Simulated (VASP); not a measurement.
OSZICAR of a VASP run on CeO2 (fluorite):

**OSZICAR**
```
       N       E                     dE             d eps       ncg     rms          rms(c)
DAV:   1     0.231319199627E+03    0.23132E+03   -0.11600E+04   664   0.198E+03
DAV:   2     0.908562736732E+01   -0.22223E+03   -0.21385E+03  1000   0.311E+02
DAV:   3    -0.251685944685E+02   -0.34254E+02   -0.29605E+02   824   0.149E+02
DAV:   4    -0.264129309668E+02   -0.12443E+01   -0.12442E+01  1048   0.291E+01
DAV:   5    -0.264847089130E+02   -0.71778E-01   -0.71772E-01  1032   0.600E+00    0.311E+01
DAV:   6    -0.241214111354E+02    0.23633E+01   -0.10038E+02   960   0.616E+01    0.283E+01
DAV:   7    -0.226718345856E+02    0.14496E+01   -0.20377E+02   992   0.138E+02    0.223E+01
DAV:   8    -0.220032985723E+02    0.66854E+00   -0.40236E+00   712   0.220E+01    0.151E+01
DAV:   9    -0.205681432880E+02    0.14352E+01   -0.70567E+00   952   0.222E+01    0.216E+00
DAV:  10    -0.205077325046E+02    0.60411E-01   -0.28913E-01  1088   0.503E+00    0.139E+00
DAV:  11    -0.204848364412E+02    0.22896E-01   -0.46685E-02  1016   0.200E+00    0.114E+00
DAV:  12    -0.204530781978E+02    0.31758E-01   -0.21772E-01   864   0.435E+00    0.572E-01
DAV:  13    -0.204541426679E+02   -0.10645E-02   -0.18953E-02  1136   0.999E-01    0.195E-01
DAV:  14    -0.204541200184E+02    0.22649E-04   -0.78410E-03   904   0.848E-01    0.130E-01
DAV:  15    -0.204540669251E+02    0.53093E-04   -0.30830E-03   920   0.531E-01    0.139E-01
DAV:  16    -0.204540265567E+02    0.40368E-04   -0.13406E-03   904   0.359E-01    0.386E-02
DAV:  17    -0.204540080724E+02    0.18484E-04   -0.34457E-04   904   0.182E-01    0.244E-02
DAV:  18    -0.204540066709E+02    0.14015E-05   -0.10507E-05  1112   0.276E-02    0.102E-02
DAV:  19    -0.204540057970E+02    0.87384E-06   -0.26711E-06   920   0.150E-02    0.495E-03
DAV:  20    -0.204540051854E+02    0.61165E-06   -0.23708E-06   888   0.152E-02    0.182E-03
DAV:  21    -0.204540051248E+02    0.60567E-07   -0.40316E-08   440   0.183E-03
   1 F= -.20454005E+02 E0= -.20454005E+02  d E =-.155173E-12
```

**Question.** Which electronic solver shows in the log?

**Answer.** It is blocked Davidson (ALGO = Normal, or the opening steps of other solvers). The INCAR had ALGO = Normal.

**Question.** How was spin treated?

**Answer.** Without spin polarisation: there is no mag entry.

**Question.** Can the final energy be trusted as converged?

**Answer.** Self-consistency was reached. It stopped with EDIFF = 1E-7, NELM = 100 (optB88-vdW, plane waves, VASP's PBE PAW potentials (set 64)).

The compound is CeO2 in the fluorite structure. This cell is one point of a volume scan, at 0.97 of the reference volume. The run is not spin-polarised, so no magnetic state was tried.
